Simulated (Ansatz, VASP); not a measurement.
# Cross-check of TaN between VASP and Ansatz, part 2 of 2

One calculation is typed for both programs; each brings its own data sets. How far apart do they land? The cell is taken from a series of runs on this material, whose earlier steps may have relaxed, scaled, displaced or heated it; both programs get it as it stands.

VASP 6.6.1 and Ansatz 0.2.0.

So far: Starting point; VASP: zone-centre phonons, LDA.

## 3. Ansatz: zone-centre phonons, LDA

Level of this step: Ansatz beside VASP: Kohn-Sham DFT, plane waves, LDA (Ansatz).

Ansatz runs on its PAW soft_1 files.

The same cell, functional (in two slightly different forms), mesh and smearing now go to Ansatz, which takes its cutoff from its data sets.

The input, input.yaml:

```yaml
crystal:
  lattice:
    - [2.8856709582, 0.0, 0.0]
    - [-1.4428354791, 2.4990643568, 0.0]
    - [0.0, 0.0, 2.8351670922]
  atoms:
    - { symbol: "N", position: [0.6666666667, 0.3333333333, 0.0] }
    - { symbol: Ta, position: [0.0, 0.0, 0.5] }
kpoints:
  mp_grid: { grid: [18, 18, 16] }
hamiltonian:
  xc: lda
  pseudopotentials: { kind: paw, azcp: { folder: soft_1 }, xc_functional: pbe }
scf:
  occupations: { method: methfessel_paxton, width: 0.2 }
output:
  eigenvalues: true
phonons:
  method: dfpt
```

Run with:

```sh
> ansatz run input.yaml --threads 4 --pin off --max-ram 10240MiB --backend cpu --events-out ev --progress --plain --runs-dir out
```

Numbers of over 12 decimals in the logs are rounded to 6 here.

Output:

```text
zone centre: on kpoints.mp_grid the ground state, and the responses unless they are solved on pairs of k-points, stand on 819 of the mesh's 5184 k-points, reduced under 4 symmetry operations, with k and −k counted as one. Each operation leaves every solved displacement unchanged or reverses it
Engine: ansatz 0.2.0, aarch64-unknown-linux-gnu
Pseudopotentials: kind: paw
Pseudopotential: N, paw, valence charge 5, recommended cutoff 420 eV (normal), soft_1/N.paw.azcp
Pseudopotential: Ta, paw, valence charge 13, recommended cutoff 420 eV (normal), soft_1/Ta.paw.azcp
Functional definition: SPW92
  exchange = slater_x
  correlation = pw_c
Crystal: 2 atoms, lattice volume = 20.446 Å³
Basis set: ecut = 420 eV, 405 PW (Γ), exchange–correlation on 40×40×40 points (8 copies of the dense FFT grid, shifted against one another)
Bands: 13, of which v1, the nominal top of the filled ones, is band 9 counted from 1 (8 counted from 0)
Symmetry: 12 space group operations
k-points: 819 of 5184 (irreducible under 4 space group operations, time reversal used)
Non-local potential: N, projectors of the file, l = 0: 2, l = 1: 2, l = 2: 1
Non-local potential: Ta, projectors of the file, l = 0: 3, l = 1: 2, l = 2: 2, l = 3: 1
PAW form: soft (Blöchl's): semilocal exchange-correlation on the pseudo side does not see the compensation charge
PAW frozen core: N, regenerated for the run's functional, and the local potential with it (the file was generated under x = pbe(κ = 0.804, μ = 0.219515), c = pbe(β = 0.066725))
PAW frozen core: Ta, regenerated for the run's functional, and the local potential with it (the file was generated under x = pbe(κ = 0.804, μ = 0.219515), c = pbe(β = 0.066725))
PAW one-centre angular grid: N, 110 points (default); XC on 64 Gauss nodes
PAW one-centre angular grid: Ta, 590 points (default); XC on 64 Gauss nodes
Initial density: superposition of atomic densities (chi_scale 0.1, normalization cell, long waves kept (reshape's long-wave potential 0.00 eV rms))
Initial wavefunctions: pseudopotential atomic-orbital guess
Functional: x = slater, c = lda
SCF iter   1: F=—  HF=-10060.075788 eV  |F-HF|=—  |Δ(HF+E_count)|=         —  Δρ=4.99e-2  dr2=3.08e-1  ethr=3.10e-3  ⟨swp⟩=5.0  Hψ=52763  notcnv=0
preconditioner: auto → none  [metal: Δε(μ)=0.076 eV  Ē_g=11.590 eV  σ=0.200 eV  W_gap=0.32  n_scr=8 (ndim 8)  ℏωp=26.0 eV  f_vac=0.000  D(μ)=0.04/eV (n_scr^D=0)  sad-step TF]
SCF iter   2: F=—  HF=-10060.047631 eV  |F-HF|=—  |Δ(HF+E_count)|=   2.82e-2  S|Δr|=    0.00e0  Δρ=3.11e-2  dr2=1.28e-1  ethr=1.71e-3  ⟨swp⟩=1.0  Hψ=17199  notcnv=0
SCF iter   3: F=—  HF=-10060.022748 eV  |F-HF|=—  |Δ(HF+E_count)|=   2.49e-2  S|Δr|=    0.00e0  Δρ=1.55e-3  dr2=2.39e-4  ethr=7.09e-4  ⟨swp⟩=2.6  Hψ=14690  notcnv=0
SCF iter   4: F=—  HF=-10060.022827 eV  |F-HF|=—  |Δ(HF+E_count)|=   7.93e-5  S|Δr|=    0.00e0  Δρ=3.10e-4  dr2=2.03e-5  ethr=1.33e-6  ⟨swp⟩=2.6  Hψ=17629  notcnv=0
SCF iter   5: F=—  HF=-10060.022820 eV  |F-HF|=—  |Δ(HF+E_count)|=   6.61e-6  S|Δr|=    0.00e0  Δρ=3.44e-5  dr2=6.89e-8  ethr=1.13e-7  ⟨swp⟩=2.9  Hψ=17681  notcnv=0
SCF iter   6: F=—  HF=-10060.022820 eV  |F-HF|=—  |Δ(HF+E_count)|=   1.40e-7  S|Δr|=    0.00e0  Δρ=4.94e-6  dr2=2.64e-9  ethr=3.83e-10  ⟨swp⟩=2.1  Hψ=15085  notcnv=0
SCF iter   7: F=—  HF=-10060.022820 eV  |F-HF|=—  |Δ(HF+E_count)|=  7.68e-10  S|Δr|=    0.00e0  Δρ=1.22e-6  dr2=1.85e-10  ethr=1.47e-11  ⟨swp⟩=2.3  Hψ=17370  notcnv=0
SCF iter   8: F=-10060.022820 eV  HF=-10060.022820 eV  |F-HF|=5.46e-12  |Δ(HF+E_count)|=  5.09e-11  S|Δr|=    0.00e0  Δρ=2.14e-7  dr2=5.49e-12  ethr=1.00e-12  ⟨swp⟩=4.7  Hψ=50167  notcnv=0
SCF 1 converged in 8 iterations: F = -10060.022820 eV  dr2 = 5.49e-12
  greatest PAW one-centre occupation: 0.999 electrons in one spin orbital (limit 2), on the Ta atom at site 1 (counted from 0), in its partial waves of l = 0
DFPT response loops at Γ: preconditioner auto → Kerker (q_TF=auto, 2.671 Å⁻¹) (partly filled bands, converged f_vac=0.000); β = 1.00, the filter's whole step (`scf.mixing.beta` (0.50) is not read by the response loops under this deck's `scf.mixing.preconditioner`; to damp them name `kerker` or `kerker_dos`, under which they read `scf.mixing.beta`, and type it under 1.00, their step now; both keys bind the ground state too); Broyden in place of MSR1
SCF converged after 8 iterations
Stability not checked: this state was not tested for a lower state beside it, because cold or Methfessel-Paxton smearing, or corrected tetrahedra, fill the levels in a way that the test cannot read (fill_not_monotonic; see scf.lower_state_search)
Free energy (F): -10060.022820 eV
Harris-Foulkes:  -10060.022820 eV  (|F-HF|=5.46e-12)
Internal energy: -10060.023699 eV  (E = F + TS)
E sigma→0 (E₀):  -10060.023040 eV
Entropy (-TS):   0.000879 eV (0.439 meV/atom)
Fermi energy:    20.861909 eV
--- Per-component energies (eV) ---
  E_band       = -39.313725
  E_kinetic    = 527.447254
  E_local      = -559.621860  (includes V_loc(G=0)·N_el)
  E_nonlocal   = 30.525344
  E_hartree    = 201.834905
  E_xc         = -379.884827
  E_vxc        = -312.236143  (∫ρ·V_xc dr)
  E_paw        = -8176.933696  (= ΣΔE_a)
  E_vpaw       = -129.098995  (= ΣTr[D̂ρ^β])
  E_aug_tail   = 0.000902  (compensation charges beyond the density's cutoff)
  E_ewald      = -1703.730763
  E_core_change = 0.339041  (= ΣΔE_core)
  E_smearing   = 0.000879  (= −TS)
  E_closure    = 0.000000  (closes the sum)
  Σ components = -10060.022820   (vs F -10060.022820, Δ=0.00e0)
--- Band table (eV; the first three rows and the last of 819) ---
  k-point 0: bands = [... 5 lower, 16.1657, 16.1657, 16.4983, 17.9751, 23.6562, 24.7477, 24.7477, 25.1925]
  k-point 1: bands = [... 5 lower, 16.1998, 16.1998, 16.2129, 18.2168, 23.7918, 24.0907, 24.0907, 25.6945]
  k-point 2: bands = [... 5 lower, 15.5508, 16.2979, 16.2979, 18.7923, 23.2283, 23.2283, 24.1619, 26.0844]
  k-point 818: bands = [... 5 lower, 12.9789, 13.9112, 16.7500, 19.9324, 25.4164, 26.3191, 27.4402, 28.4974]
--- Phonons (Γ-DFPT): 4 representative perturbations + reference, on 819 of 5184 k-points (Σ response iterations 12) ---
  k mesh reduced under 4 symmetry operations, with k and −k counted as one. Each operation leaves every solved displacement unchanged or reverses it
  ASR residual: 1.223e-4 → 0.000e0 eV/Å²; symmetrization residual: 2.169e-6 eV/Å²
  ASR residual per site (eV/Å²): 1.22e-4 9.91e-5
  Γ frequencies (cm⁻¹): 0.00 0.00 0.00 561.51 561.51 593.41
  non-analytic LO–TO correction: not included (Born effective charges unavailable; polar crystals: no LO–TO splitting at Γ)
```

## 4. Differences

Known differences besides the potentials themselves: the data sets hold 18 valence electrons in Ansatz (on its PAW soft_1 files) and 16 in VASP; the cutoff is 420 eV in Ansatz and 600 eV in VASP; VASP's log shows a relativistic correction to its local exchange, Ansatz's none. Total energies have different zeros and are not compared.

Compared:

```
                  quantity  Ansatz   VASP  difference
optical mode 1 to 2 (cm⁻¹)   561.5  564.3     -0.50 %
     optical mode 3 (cm⁻¹)   593.4  596.8     -0.56 %
```

Modes are paired by rising frequency, not by their patterns, so a pair may set unlike modes beside each other; they are those without the splitting of longitudinal modes.

## 5. Results

```json
{"r.m.s. difference of the optical zone-centre modes, each program's sorted by frequency (zone-centre phonons, LDA)": "3.0 cm⁻¹", "difference in optical mode 3 (zone-centre phonons, LDA)": "-0.6 %"}
```

In words: The r.m.s. difference of the optical zone-centre modes, each program's sorted by frequency is 3.0 cm⁻¹ (zone-centre phonons, LDA). The data sets hold unlike numbers of valence electrons (18 in Ansatz and 16 in VASP), so part of the differences comes from the potentials. Among the rows given in per cent, the largest difference of the zone-centre phonons, LDA pair is in optical mode 3, -0.6 %. How closely two codes agree says nothing of how well the functional describes the real material.

[Lines on the potential files, build, host, timing and source positions are cut from VASP's logs without a mark.]

[Logs are printed without paths, hosts, clocks, repeated set-up lines and the standing remarks that a program may print on its own settings, such as how far it seeks lower states.]

[Hosts, paths, dates, database ids (printed as entryN), source tags and the programs' standing remarks are cut or masked in the printed files.]
